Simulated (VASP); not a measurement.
Data:

```xyz
2
Lattice="0.0000 2.6898 2.6898 2.6898 0.0000 2.6898 2.6898 2.6898 0.0000" Properties=species:S:1:pos:R:3 pbc="T T T"
Zn     0.0000     0.0000     0.0000
S      1.3449     1.3449     1.3449
```

Calculation: PBE GGA with D3 dispersion (Becke-Johnson damping), VASP's PBE PAW potentials (set 64) (plane waves; VASP). Run with 520 eV cut-off, Gaussian smearing of 0.050 eV, potentials Zn S.

**Question.** Predict the band gap (along the path) with the smallest direct gap where there is one.

**Answer.** 
```yaml
band gap (along the path): 2.17 eV
smallest direct gap (along the path): 2.17 eV
```

The compound is ZnS in the zinc blende structure. It was relaxed first.
